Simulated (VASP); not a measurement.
Crystal: AgB2.

```
CELL_PARAMETERS angstrom
3.00000 0.00000 0.00000
-1.50000 2.59808 0.00000
0.00000 0.00000 3.24000
ATOMIC_POSITIONS crystal
Ag 0.00000 0.00000 0.00000
B 0.66667 0.33333 0.50000
B 0.33333 0.66667 0.50000
```

- Program: VASP 6.6.1
- Task: relaxation of cell and atoms
- Functional: rev-vdW-DF2
- Potentials or basis: VASP PAW PBE potentials, release 64 (Ag, B)
- Cutoff: 600 eV
- k mesh: 10 × 10 × 8
- Occupations: fermi-dirac, width 0.05 eV
- Spin: no spin polarisation

At the start: pressure 51.5 GPa; volume 8.42 Å³/atom.

Problem. Where does the relaxation end?

Solution. Over 9 steps the energy falls by 410.9 meV/atom and the volume is 10.59 Å³/atom (+25.8 %); space group P6/mmm (No. 191, to 0.05 Å).

The path:
```csv
step,energy change (eV),largest force (eV/Å),pressure (GPa),volume (Å³)
1,0.0000,0.0000,51.53,25.25
2,-0.6053,0.0000,-19.77,36.43
3,-0.9025,0.0000,-3.61,31.46
4,-1.1307,0.0000,-1.17,31.33
5,-1.1764,0.0000,7.59,30.79
6,-1.2243,0.0000,2.86,31.08
7,-1.2249,0.0000,3.43,31.04
8,-1.2305,0.0000,-1.73,32.15
9,-1.2326,0.0000,0.08,31.76
```

Final structure:
```
Ag B
1.0
     3.00561    0.00000    0.00000
    -1.50281    2.60294    0.00000
     0.00000    0.00000    4.05978
Ag B
1 2
Cartesian
  0.0000 0.0000 0.0000
  1.5028 0.8676 2.0299
  0.0000 1.7353 2.0299
```

Caveat: the volume moved by over 15 % at a fixed basis, so the end points are rough; the PAW data sets were made with another functional, which shifts forces and pressure a little.
